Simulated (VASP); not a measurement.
Level of theory: PBE GGA, VASP's PBE PAW potentials (set 64) (plane waves; VASP).

A VASP calculation is set up with these files.

### INCAR
```
! general
SYSTEM =CdSe
PREC   =Accurate
ENCUT  =300
LREAL  =.FALSE.
LASPH  =.TRUE.

! electronic loop
EDIFF  =1E-6
NELM   =100
ALGO   =Normal
LMAXMIX=4

! smearing
ISMEAR =0
SIGMA  =0.01

! functional
GGA    =PE

! ions
IBRION =2
NSW    =50
ISIF   =3
EDIFFG =-0.01

! output
LWAVE  =.FALSE.
LCHARG =.FALSE.
```

File POSCAR:
```
CdSe
1.0
  0.0000000000   3.0420240000   3.0420240000
  3.0420240000   0.0000000000   3.0420240000
  3.0420240000   3.0420240000   0.0000000000
Cd Se
1 1
Direct
  0.0000000000   0.0000000000   0.0000000000
  0.7500000000   0.7500000000   0.7500000000
```

KPOINTS:
```
Automatic mesh
0
Gamma
6 6 6
0 0 0
```

POTCAR, in this order: Cd Se (PBE.64 set). Program: vasp_std.

At this cut-off the stress carries a Pulay error, which pulls relaxed volumes low. Energy and stress use the plane-wave basis of the starting cell.

Q: What does the run give for the energy per atom (σ→0), volume per atom, band gap (on the k-mesh)?

A: 
The energy per atom (σ→0) comes out as -2.745 eV/atom and the band gap (on the k-mesh) is 0.48 eV. The volume per atom comes out as 29.78 Å³/atom.

OSZICAR:
```
...
DAV:   1    -0.556950345616E+01   -0.83728E-01   -0.16354E+00   451   0.158E+01    0.197E+00
DAV:   2    -0.549818623169E+01    0.71317E-01   -0.17943E-01   446   0.615E+00    0.658E-01
DAV:   3    -0.549072655744E+01    0.74597E-02   -0.20747E-02   431   0.152E+00    0.575E-01
DAV:   4    -0.549009333938E+01    0.63322E-03   -0.12783E-03   441   0.329E-01    0.897E-02
DAV:   5    -0.549006593878E+01    0.27401E-04   -0.21933E-04   461   0.210E-01    0.487E-02
DAV:   6    -0.549007346167E+01   -0.75229E-05   -0.36315E-05   446   0.745E-02    0.145E-02
DAV:   7    -0.549007315895E+01    0.30272E-06   -0.17984E-06   429   0.844E-03
   3 F= -.54900732E+01 E0= -.54900732E+01  d E =-.303814E-01
```

The structure comes from a computed database's CdSe entry; how it stands against other phases isn't given here. This run relaxes it. Symmetry was kept, so distortions that lower it aren't found. The run is one of a series of settings (EDIFFG = -0.01, IBRION = 2, ISIF = 3, NSW = 50 against the base run), some of them coarse on purpose.
